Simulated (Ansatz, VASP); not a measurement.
# CdC2 in two plane-wave programs, part 3 of 3

Wanted: the spread between two codes on one cell, functional and k mesh. The cell is generated by rule, not measured, and may not be a known phase. The cell is taken from a series of runs on this material, whose earlier steps may have relaxed, scaled, displaced or heated it; both programs get it as it stands.

VASP 6.6.1 and Ansatz 0.2.0.

So far: Starting point; Ansatz: zone-centre phonons, PBE; VASP: zone-centre phonons, PBE.

### Step 3. VASP: zone-centre phonons, PBE (continued)

Level of this step: PBE; plane waves and PAW (Cd, C); invented cell (VASP).

Numbers of over 12 decimals in the logs are rounded to 6 here.

From OUTCAR (step 3):

```text
ion  position               nearest neighbor table
   1  0.516  0.782  0.009-   3 2.21   5 2.22   5 2.61   3 2.61   4 2.67   6 2.73
   2  0.516  0.218  0.509-   6 2.21   4 2.22   4 2.61   6 2.61   5 2.67   3 2.73
   3  0.795  0.343  0.950-   5 1.26   1 2.21   1 2.61   2 2.73
   4  0.019  0.881  0.449-   6 1.26   2 2.22   2 2.61   1 2.67
   5  0.019  0.119  0.949-   3 1.26   1 2.22   1 2.61   2 2.67
   6  0.795  0.657  0.450-   4 1.26   2 2.21   2 2.61   1 2.73

  LATTYP: Found a simple monoclinic cell.
 ALAT       =     3.9511700907
 B/A-ratio  =     1.0003328061
 C/A-ratio  =     1.5060784311
 COS(beta)  =    -0.0248436471

 Subroutine GETGRP returns: Found  2 space group operations
 (whereof  1 operations were pure point group operations)

The static configuration has the point symmetry C_1 .
 The point group associated with its full space group is C_1h.

 Found     56 irreducible k-points:

   k-points           NKPTS =     56   k-points in BZ     NKDIM =     56   number of bands    NBANDS=     26

   dimension x,y,z NGX =    32 NGY =   32 NGZ =   56
   dimension x,y,z NGXF=    64 NGYF=   64 NGZF=  112

   ENCUT  =  600.0 eV  44.10 Ry    6.64 a.u.   7.89  7.89 14.10*2*pi/ulx,y,z

   NELECT =      40.0000    total number of electrons

 k-points in reciprocal lattice and weights: Automatic mesh
   0.00000000  0.00000000  0.00000000       0.007
   0.16666667  0.00000000 -0.00000000       0.014
   0.33333333  0.00000000  0.00000000       0.014
   0.50000000  0.00000000  0.00000000       0.007
   0.00000000  0.16666667  0.00000000       0.014
   0.16666667  0.16666667 -0.00000000       0.028
   0.33333333  0.16666667  0.00000000       0.028
   0.50000000  0.16666667  0.00000000       0.014
   0.00000000  0.33333333  0.00000000       0.014
[...]
0.33333333  0.50000000  0.50000000       0.014
   0.50000000  0.50000000  0.50000000       0.007

 average (electrostatic) potential at core
       1 -39.6194       2 -39.6194       3 -52.5200       4 -52.4892       5 -52.4892
       6 -52.5200

 Eigenvectors and eigenvalues of the dynamical matrix
 ----------------------------------------------------

   1 f  =   57.594669 THz   361.877978 2PiTHz 1921.151366 cm-1   238.192305 meV
             X         Y         Z           dx          dy          dz
      2.005613  3.089391  0.054270    -0.002156   -0.002519   -0.001395
      0.103753  0.863094  3.028613     0.002156   -0.002519    0.001395
     -0.471385  1.357650  5.649172    -0.350519    0.357560    0.003901
     -1.632670  3.483486  2.673072    -0.356178   -0.349846   -0.002057
     -3.534531  0.468999  5.647415     0.356178   -0.349846    0.002057
      1.430476  2.594835  2.674829     0.350519    0.357560   -0.003901

   2 f  =   57.406423 THz   360.695193 2PiTHz 1914.872154 cm-1   237.413782 meV
             X         Y         Z           dx          dy          dz
      2.005613  3.089391  0.054270    -0.002074   -0.002520   -0.002856
      0.103753  0.863094  3.028613    -0.002074    0.002520   -0.002856
     -0.471385  1.357650  5.649172    -0.350154    0.357706    0.005055
     -1.632670  3.483486  2.673072     0.356487    0.349711    0.003687
     -3.534531  0.468999  5.647415     0.356487   -0.349711    0.003687
      1.430476  2.594835  2.674829    -0.350154   -0.357706    0.005055

   3 f  =   12.931562 THz    81.251402 2PiTHz  431.350488 cm-1    53.480620 meV
             X         Y         Z           dx          dy          dz
      2.005613  3.089391  0.054270     0.173523   -0.171618   -0.001604
      0.103753  0.863094  3.028613    -0.173523   -0.171618    0.001604
     -0.471385  1.357650  5.649172    -0.100093    0.444639    0.065339
     -1.632670  3.483486  2.673072     0.466533    0.080264    0.065934
     -3.534531  0.468999  5.647415    -0.466533    0.080264   -0.065934
      1.430476  2.594835  2.674829     0.100093    0.444639   -0.065339

   4 f  =   12.857933 THz    80.788774 2PiTHz  428.894471 cm-1    53.176113 meV
             X         Y         Z           dx          dy          dz
      2.005613  3.089391  0.054270     0.175036   -0.180059   -0.001829
      0.103753  0.863094  3.028613     0.175036    0.180059   -0.001829
     -0.471385  1.357650  5.649172    -0.099486    0.459953    0.072048
     -1.632670  3.483486  2.673072    -0.435675   -0.126575   -0.066775
     -3.534531  0.468999  5.647415    -0.435675    0.126575   -0.066775
      1.430476  2.594835  2.674829    -0.099486   -0.459953    0.072048

   5 f  =   10.925181 THz    68.644938 2PiTHz  364.424818 cm-1    45.182899 meV
             X         Y         Z           dx          dy          dz
      2.005613  3.089391  0.054270    -0.104177    0.102514    0.001154
      0.103753  0.863094  3.028613     0.104177    0.102514   -0.001154
     -0.471385  1.357650  5.649172     0.472512    0.146084   -0.047322
     -1.632670  3.483486  2.673072     0.132432   -0.459233   -0.057933
     -3.534531  0.468999  5.647415    -0.132432   -0.459233    0.057933
      1.430476  2.594835  2.674829    -0.472512    0.146084    0.047322

   6 f  =   10.765511 THz    67.641703 2PiTHz  359.098805 cm-1    44.522557 meV
             X         Y         Z           dx          dy          dz
      2.005613  3.089391  0.054270     0.093058   -0.096186   -0.000801
      0.103753  0.863094  3.028613     0.093058    0.096186   -0.000801
     -0.471385  1.357650  5.649172    -0.453770   -0.154630    0.048191
     -1.632670  3.483486  2.673072     0.168607   -0.468414   -0.045911
     -3.534531  0.468999  5.647415     0.168607    0.468414   -0.045911
      1.430476  2.594835  2.674829    -0.453770    0.154630    0.048191

   7 f  =    9.367538 THz    58.857975 2PiTHz  312.467423 cm-1    38.741006 meV
             X         Y         Z           dx          dy          dz
      2.005613  3.089391  0.054270    -0.001934    0.005617    0.033324
      0.103753  0.863094  3.028613     0.001934    0.005617   -0.033324
     -0.471385  1.357650  5.649172     0.015056   -0.002287   -0.419736
     -1.632670  3.483486  2.673072    -0.010561   -0.014850    0.567549
     -3.534531  0.468999  5.647415     0.010561   -0.014850   -0.567549
      1.430476  2.594835  2.674829    -0.015056   -0.002287    0.419736

   8 f  =    7.299410 THz    45.863544 2PiTHz  243.482098 cm-1    30.187919 meV
             X         Y         Z           dx          dy          dz
      2.005613  3.089391  0.054270    -0.044848    0.015347   -0.007344
      0.103753  0.863094  3.028613    -0.044848   -0.015347   -0.007344
     -0.471385  1.357650  5.649172     0.075054   -0.037763    0.503375
     -1.632670  3.483486  2.673072     0.061433    0.048729   -0.480734
     -3.534531  0.468999  5.647415     0.061433   -0.048729   -0.480734
      1.430476  2.594835  2.674829     0.075054    0.037763    0.503375

   9 f  =    7.238123 THz    45.478465 2PiTHz  241.437779 cm-1    29.934456 meV
             X         Y         Z           dx          dy          dz
      2.005613  3.089391  0.054270     0.014672   -0.043953    0.020883
      0.103753  0.863094  3.028613    -0.014672   -0.043953   -0.020883
     -0.471385  1.357650  5.649172    -0.050507    0.060359   -0.561329
     -1.632670  3.483486  2.673072     0.034193    0.073787   -0.411727
     -3.534531  0.468999  5.647415    -0.034193    0.073787    0.411727
      1.430476  2.594835  2.674829     0.050507    0.060359    0.561329

  10 f  =    4.079971 THz    25.635214 2PiTHz  136.093184 cm-1    16.873397 meV
             X         Y         Z           dx          dy          dz
      2.005613  3.089391  0.054270     0.077663    0.213881   -0.024447
      0.103753  0.863094  3.028613    -0.077663    0.213881    0.024447
     -0.471385  1.357650  5.649172    -0.348575   -0.319008   -0.028930
     -1.632670  3.483486  2.673072     0.341466   -0.326592   -0.016042
     -3.534531  0.468999  5.647415    -0.341466   -0.326592    0.016042
      1.430476  2.594835  2.674829     0.348575   -0.319008    0.028930

  11 f  =    4.068872 THz    25.565475 2PiTHz  135.722949 cm-1    16.827493 meV
             X         Y         Z           dx          dy          dz
      2.005613  3.089391  0.054270     0.210215    0.073050    0.005529
      0.103753  0.863094  3.028613     0.210215   -0.073050    0.005529
     -0.471385  1.357650  5.649172    -0.330228   -0.339678    0.014131
     -1.632670  3.483486  2.673072    -0.322443    0.347455   -0.033427
     -3.534531  0.468999  5.647415    -0.322443   -0.347455   -0.033427
      1.430476  2.594835  2.674829    -0.330228    0.339678    0.014131

  12 f  =    2.912721 THz    18.301165 2PiTHz   97.157912 cm-1    12.046040 meV
             X         Y         Z           dx          dy          dz
      2.005613  3.089391  0.054270     0.007287    0.010139   -0.296510
      0.103753  0.863094  3.028613     0.007287   -0.010139   -0.296510
     -0.471385  1.357650  5.649172    -0.003453   -0.010290    0.441380
     -1.632670  3.483486  2.673072    -0.009356    0.003009    0.465720
     -3.534531  0.468999  5.647415    -0.009356   -0.003009    0.465720
      1.430476  2.594835  2.674829    -0.003453    0.010290    0.441380

  13 f  =    2.721490 THz    17.099623 2PiTHz   90.779119 cm-1    11.255171 meV
             X         Y         Z           dx          dy          dz
      2.005613  3.089391  0.054270     0.048378   -0.005337   -0.703533
      0.103753  0.863094  3.028613    -0.048378   -0.005337    0.703533
     -0.471385  1.357650  5.649172     0.023563    0.006919   -0.036323
     -1.632670  3.483486  2.673072    -0.022183    0.008107    0.013865
     -3.534531  0.468999  5.647415     0.022183    0.008107   -0.013865
      1.430476  2.594835  2.674829    -0.023563    0.006919    0.036323
    [... 43 further lines ...]
     -3.534531  0.468999  5.647415     0.207499   -0.001867    0.021636
      1.430476  2.594835  2.674829     0.207282    0.001975    0.022129

 MACROSCOPIC STATIC DIELECTRIC TENSOR IONIC CONTRIBUTION
 ------------------------------------------------------
          11.063313     0.000000    -1.317334
           0.000000    10.544223    -0.000000
          -1.317334    -0.000000    28.595938
 ------------------------------------------------------

 ELASTIC MODULI CONTR FROM IONIC RELAXATION (kBar)
 Direction    XX          YY          ZZ          XY          YZ          ZX
 --------------------------------------------------------------------------------
 XX        -836.9790   -708.8388     82.2906     -0.0000     -0.0000    -13.0490
 YY        -708.8388   -848.4953     89.1283      0.0000      0.0000     64.8662
 ZZ          82.2906     89.1283    -57.9463     -0.0000     -0.0000      2.1658
 XY          -0.0000     -0.0000     -0.0000   -894.6546      5.2521      0.0000
 YZ          -0.0000      0.0000     -0.0000      5.2521   -100.9479     -0.0000
 ZX         -13.0490     64.8662      2.1658      0.0000     -0.0000    -97.2214
 --------------------------------------------------------------------------------

 PIEZOELECTRIC TENSOR IONIC CONTR  for field in x, y, z        (C/m^2)
          XX          YY          ZZ          XY          YZ          ZX
  --------------------------------------------------------------------------------
  x     0.13417     0.42234     0.02239     0.00000    -0.00000    -0.13767
  y     0.00000     0.00000    -0.00000     1.25708    -0.17875     0.00000
  z    -1.61547    -1.60445     1.16202     0.00000     0.00000     0.15663
```

### Step 4. Side by side

Known differences besides the potentials themselves: fixed occupations in Ansatz, narrow Gaussian smearing in VASP; VASP's response is taken on the typed mesh, Ansatz refines its own for the field response alone; the data sets hold 56 valence electrons in Ansatz (on its NC files) and 40 in VASP; the cutoff is 1115.67 eV in Ansatz and 600 eV in VASP. Total energies have different zeros and are not compared.

The two programs side by side:

| quantity | Ansatz | VASP | difference |
| --- | --- | --- | --- |
| ε∞ xx | 5.03 | 4.99 | +0.73 % |
| ε∞ yy | 5.02 | 4.98 | +0.73 % |
| ε∞ zz | 4.14 | 4.12 | +0.68 % |
| Born charge of Cd1 (mean of the diagonal) (e) | 2.24 | 2.24 | +0.01 |
| Born charge of C3 (mean of the diagonal) (e) | -1.10 | -1.10 | 0.00 |
| optical mode 1 (cm⁻¹) | 50.3 | 51.0 | -1.41 % |
| optical mode 2 (cm⁻¹) | 51.8 | 51.3 | +1.04 % |
| optical mode 3 (cm⁻¹) | 90.0 | 90.8 | -0.81 % |
| optical mode 4 (cm⁻¹) | 96.4 | 97.2 | -0.75 % |
| optical mode 5 (cm⁻¹) | 133.7 | 135.7 | -1.46 % |
| optical mode 6 (cm⁻¹) | 134.3 | 136.1 | -1.35 % |
| optical mode 7 (cm⁻¹) | 250.2 | 241.4 | +3.63 % |
| optical mode 8 (cm⁻¹) | 252.8 | 243.5 | +3.84 % |
| optical mode 9 (cm⁻¹) | 311.5 | 312.5 | -0.31 % |
| optical mode 10 (cm⁻¹) | 362.5 | 359.1 | +0.94 % |
| optical mode 11 (cm⁻¹) | 366.6 | 364.4 | +0.60 % |
| optical mode 12 (cm⁻¹) | 423.4 | 428.9 | -1.28 % |
| optical mode 13 (cm⁻¹) | 426.0 | 431.4 | -1.25 % |
| optical mode 14 (cm⁻¹) | 1906.5 | 1914.9 | -0.44 % |
| optical mode 15 (cm⁻¹) | 1909.4 | 1921.2 | -0.61 % |

Modes are paired by rising frequency, not by their patterns, so a pair may set unlike modes beside each other; they are those without the splitting of longitudinal modes.

### Step 5. Results

* r.m.s. difference of the optical zone-centre modes, each program's sorted by frequency (zone-centre phonons, PBE): 5.5 cm⁻¹
* difference in optical mode 8 (zone-centre phonons, PBE): +3.8 %

The r.m.s. difference of the optical zone-centre modes, each program's sorted by frequency is 5.5 cm⁻¹ (zone-centre phonons, PBE). The data sets hold unlike numbers of valence electrons (56 in Ansatz and 40 in VASP), so part of the differences may come from the potentials. Among the rows given in per cent, the largest difference of the zone-centre phonons, PBE pair is in optical mode 8, +3.8 %. Such differences can come from data sets, numerical settings and the points named under the comparisons, not from the functional's error against experiment.

[Lines on the potential files, build, host, timing and source positions are cut from VASP's logs without a mark.]

[Logs are printed without paths, hosts, clocks, repeated set-up lines and the standing remarks that a program may print on its own settings, such as how far it seeks lower states.]

[Hosts, paths, dates, database ids (printed as entryN), source tags and the programs' standing remarks are cut or masked in the printed files.]
